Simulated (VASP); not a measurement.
Data:

```yaml
crystal:
  lattice:
    - [5.48629, 0.00000, 0.00000]
    - [-2.74315, 4.75127, 0.00000]
    - [0.00000, 0.00000, 4.19856]
  atoms:
    - { symbol: Sr, position: [0.00000, 0.00000, 0.00000] }
    - { symbol: Zn, position: [0.66667, 0.33333, 0.00000] }
    - { symbol: Zn, position: [0.33333, 0.66667, 0.00000] }
    - { symbol: Zn, position: [0.50000, 0.00000, 0.50000] }
    - { symbol: Zn, position: [0.50000, 0.50000, 0.50000] }
    - { symbol: Zn, position: [0.00000, 0.50000, 0.50000] }
```

Method: PBEsol GGA, VASP's PBE PAW potentials (set 64) (plane waves; VASP 6.6.1). Run with 300 eV cut-off, 5×5×5 Γ-centred mesh, Fermi-Dirac smearing of 0.10 eV, potentials Sr_sv Zn.

At this cut-off the stress carries a Pulay error, which pulls relaxed volumes low.

### Question
Estimate the energy per atom (σ→0), pressure, band gap (on the k-mesh) with the smallest direct gap where there is one.

### Answer

```yaml
band gap (on the k-mesh): none (metal, semimetal or under 0.01 eV)
energy per atom (σ→0): -1.826 eV/atom
pressure: -1.12 GPa
```

Total energies compare only between runs with the same potentials, cut-off and functional.

The structure comes from a computed database's SrZn5 entry (P6/mmm); how it stands against other phases isn't given here. The cell was not relaxed at this level.
